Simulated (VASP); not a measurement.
VASP input:

### INCAR
```
SYSTEM = GaAs
PREC = Accurate
ENCUT = 400
EDIFF = 1E-6
NELM = 100
ALGO = Normal
LREAL = .FALSE.
LASPH = .TRUE.
ISMEAR = 0
SIGMA = 0.05
GGA = PE
LMAXMIX = 4
LWAVE = .FALSE.
LCHARG = .FALSE.
ISIF = 2
LSORBIT = .TRUE.
MAGMOM = 0 0 0 0 0 0
GGA_COMPAT = .FALSE.
```

### KPOINTS
```
Automatic mesh
0
Gamma
6 6 6
0 0 0
```

POSCAR:
```
GaAs
1
    0.0000000000     2.8250000000     2.8250000000
    2.8250000000     0.0000000000     2.8250000000
    2.8250000000     2.8250000000     0.0000000000
Ga As
1 1
Direct
  0.0000000000   0.0000000000   0.0000000000
  0.2500000000   0.2500000000   0.2500000000
```

POTCAR, in this order: Ga_d As (PBE.64 set). Program: vasp_std.

Output of the run:

### standard output
```
 POSCAR found type information on POSCAR GaAs
 POSCAR found :  2 types and       2 ions
 Reading from existing POTCAR

 -----------------------------------------------------------------------------
|                                                                             |
|     EEEEEEE  RRRRRR   RRRRRR   OOOOOOO  RRRRRR      ###     ###     ###     |
|     E        R     R  R     R  O     O  R     R     ###     ###     ###     |
|     E        R     R  R     R  O     O  R     R     ###     ###     ###     |
|     EEEEE    RRRRRR   RRRRRR   O     O  RRRRRR       #       #       #      |
|     E        R   R    R   R    O     O  R   R                               |
|     E        R    R   R    R   O     O  R    R      ###     ###     ###     |
|     EEEEEEE  R     R  R     R  OOOOOOO  R     R     ###     ###     ###     |
|                                                                             |
|     ERROR: Noncollinear calculations require that VASP is compiled          |
|     without the flag -DNGXhalf and-DNGZhalf.                                |
|     You probably tried to run a noncollinear calculation                    |
|     (LNONCOLLINEAR=T) with the executable vasp_std. Use vasp_ncl            |
|     instead!                                                                |
|                                                                             |
|       ---->  I REFUSE TO CONTINUE WITH THIS SICK JOB ... BYE!!! <----       |
|                                                                             |
 -----------------------------------------------------------------------------
```

Task: Read input and log: which fault does this run have?
(A) Methfessel-Paxton smearing was used on a material with a gap
(B) fractional coordinates stand under the word Cartesian
(C) simple mixing (IMIX = 1) with AMIX above 1 overshoots
(D) LSORBIT needs the non-collinear program vasp_ncl

Result: D, LSORBIT needs the non-collinear program vasp_ncl. VASP stops with an error: ERROR: Noncollinear calculations require that VASP is compiled without the flag -DNGXhalf and-DNGZhalf. You probably tried to run a noncollinear calculation (LNONCOLLINEAR=T) with the executable vasp_std. Use vasp_ncl instead! ----> I REFUSE TO CONTINUE WITH THIS SICK JOB ... BYE!!! <----

To mend it, run vasp_ncl.

The mended run (PBE GGA with spin-orbit coupling, plane waves, VASP's PBE PAW potentials (set 64)) converges, and its OSZICAR ends with
```
   1 F= -.82415467E+01 E0= -.82415467E+01  d E =-.563535E-11  mag=    -0.0000    -0.0000    -0.0000
```

The compound is GaAs in the zinc blende structure. The cell was not relaxed at this level.
